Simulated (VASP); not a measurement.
The cell holds one CoSi₂ (fluorite) (111) slab, with vacuum along c, ions free to move until forces fall under 0.03 eV/Å, no reconstruction beyond this cell, dipole correction on.

```
CoSi2
1.0
    3.75697     0.00000     0.00000
   -1.87848     3.25363     0.00000
    0.00000     0.00000    24.07157
Si Co
6 3
Direct
  0.66667   0.33333   0.34228
  0.33333   0.66667   0.46574
  0.00000   0.00000   0.40434
  0.00000   0.00000   0.59566
  0.66667   0.33333   0.53426
  0.33333   0.66667   0.65772
  0.33333   0.66667   0.37045
  0.00000   0.00000   0.50000
  0.66667   0.33333   0.62955
```

All values below come from PBEsol GGA, VASP's PBE PAW potentials (set 64) (plane waves; VASP). Run with 400 eV cut-off, 9×9×1 Γ-centred mesh, first-order Methfessel-Paxton smearing of 0.10 eV, potentials Si Co.

Slab and bulk use different k-meshes, so the surface energy is good to a few per cent at best.

Predict its surface energy, work function, band gap (on the k-mesh).

The surface energy comes out as 1.77 J/m^2, the work function comes out as 5.26 eV and the band gap (on the k-mesh) is none (metal, semimetal or under 0.01 eV).

The cell is a thin slab with vacuum, built from CoSi2 (fluorite): (111) face. The run is not spin-polarised, so no magnetic state was tried.
